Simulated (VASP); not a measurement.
Runs of VASP 6.6.1 on KW. The structure is hexagonal, space group P-6m2 (No. 187). The conventional cell has a = 2.842 Å, b = 2.842 Å, c = 6.305 Å, α = 90.00°, β = 90.00°, γ = 120.00°. K (site symmetry -6m2) is surrounded by 6 K at 2.84 Å. Around W (site symmetry -6m2) lie 6 W at 2.84 Å. The cell was built by a generator and needn't be a form met in nature.

```csv
task,cell,k mesh,cutoff (eV),mesh quality,gap on the mesh (eV),pressure (GPa),relaxed volume (Å³/atom)
single point,"P-6m2, 22.05 Å³/atom",6 × 6 × 4,520,coarse,none,0.3,-
relaxation of cell and atoms,relaxed,9 × 9 × 4,600,not flagged,none,0.0,22.16
single point,"P-6m2, 22.05 Å³/atom",9 × 9 × 4,520,not flagged,none,0.4,-
relaxation of cell and atoms,relaxed,6 × 6 × 4,600,not flagged,none,0.1,(a)
```

Alike in all rows: level PBE; potentials or basis VASP PAW PBE potentials, release 64 (K_sv, W_sv); no spin polarisation; smearing gaussian 0.1 eV.

Estimate the missing entries.

(a) 22.11.

Caveats: some runs use coarse meshes; the volume moved by over 15 % at a fixed basis, so the end points are rough (some runs).

A k mesh can miss the band edges, and the runs leave out spin-orbit coupling on W.

A gap of «none» marks a metal or a gap under the smearing width.
